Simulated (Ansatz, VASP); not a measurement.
This is a calculation of SnCl for Ansatz 0.2.0. The cell comes from a database or a generator and needn't be the stable form of this composition.

input.yaml

```yaml
crystal:
  lattice:
    - [3.4975457026, 0.0, 0.0]
    - [-1.7487728513, 3.0289634293, 0.0]
    - [0.0, 0.0, 10.062209]
  atoms:
    - { symbol: Sn, position: [0.6666666667, 0.3333333333, 0.82051] }
    - { symbol: Sn, position: [0.3333333333, 0.6666666667, 0.32051] }
    - { symbol: Cl, position: [0.6666666667, 0.3333333333, 0.554491] }
    - { symbol: Cl, position: [0.3333333333, 0.6666666667, 0.054491] }
hamiltonian:
  xc: pbe
  pseudopotentials: { kind: paw }
kpoints:
  mp_grid: { grid: [9, 9, 3] }
scf:
  occupations: { method: fermi_dirac, width: 0.05 }
output:
  forces: true
  stress: true
  eigenvalues: true
```

Potentials or basis: Ansatz PAW.

Launch:

```console
$ ansatz run input.yaml --threads 2 --pin off --max-ram 5120MiB --backend cpu --events-out ev --progress --plain --runs-dir out
```

Problem. Set up the same calculation for VASP 6.6.1. Potentials or basis there: PBE PAW files Cl, Sn_d, 520 eV.

Solution. As run (cutoffs and basis follow the program's own potentials, and thresholds, step limits or extra output files can differ):

Contents of INCAR:

```
ALGO     = Normal         # electronic algorithm
EDIFF    = 1E-7           # SCF threshold, eV
ENCUT    = 520            # plane-wave cutoff, eV
GGA      = PE             # functional
ISIF     = 2              # what is computed and relaxed
ISMEAR   = -1             # smearing method
LASPH    = True           # aspherical terms in the spheres
LCHARG   = False          # write CHGCAR
LREAL    = False          # projectors in reciprocal space
LWAVE    = False          # write WAVECAR
NBANDS   = 29             # bands
NELM     = 80             # most SCF steps
PREC     = Accurate       # precision mode
SIGMA    = 0.05           # smearing width, eV
```

The input KPOINTS:

```
k-points
0
Gamma
  9 9 3
```

POSCAR

```
SnCl
1.0
    3.4975457026      0.0000000000      0.0000000000
   -1.7487728513      3.0289634293      0.0000000000
    0.0000000000      0.0000000000     10.0622090000
Sn Cl
2 2
Direct
    0.6666666667      0.3333333333      0.8205100000
    0.3333333333      0.6666666667      0.3205100000
    0.6666666667      0.3333333333      0.5544910000
    0.3333333333      0.6666666667      0.0544910000
```

Potentials or basis: VASP PAW PBE potentials, release 64 (Sn_d, Cl).

Run with:

```sh
$ cat potpaw_PBE.64/Sn_d/POTCAR potpaw_PBE.64/Cl/POTCAR > POTCAR
$ mpirun -np 1 vasp_std > vasp.out
```

Both were run:

|  | Ansatz | VASP |
| --- | --- | --- |
| Pressure | -0.2 GPa | -0.3 GPa |
| Largest force | 0.099 eV/Å | 0.103 eV/Å |

Ansatz's pressure holds a Pulay term of +0.02 GPa for its cutoff of 420 eV, which the other run lacks.

Where Ansatz's input types no cutoff or centring, it takes its own default and a Γ-centred mesh.

Pressure is positive in compression.
